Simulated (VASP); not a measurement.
Here is the system:

```
CELL_PARAMETERS angstrom
      4.47372     0.00000     0.00000
      0.00000     4.47372     0.00000
      0.00000     0.00000     6.22418
ATOMIC_POSITIONS crystal
  Ge 0.00000 0.00000 0.00000
  Te 0.00000 0.00000 0.50000
  Te 0.50000 0.50000 0.00000
  Pb 0.50000 0.50000 0.50000
```

Calculation: r2SCAN meta-GGA, VASP's PBE PAW potentials (set 64) (plane waves; VASP). Settings: 400 eV cut-off, 6×6×4 Γ-centred mesh, tetrahedra with Blöchl corrections, potentials Ge_d Te Pb_d.

Question: Give the stress tensor in GPa (positive for a compressed cell).

Answer: 
```
-0.85   0.00   0.00
 0.00  -0.85   0.00
 0.00   0.00   1.62
```
The pressure is its mean diagonal, -0.03 GPa.

The structure comes from a computed database's GeTe2Pb entry (P4/mmm); how it stands against other phases isn't given here. It was relaxed first.
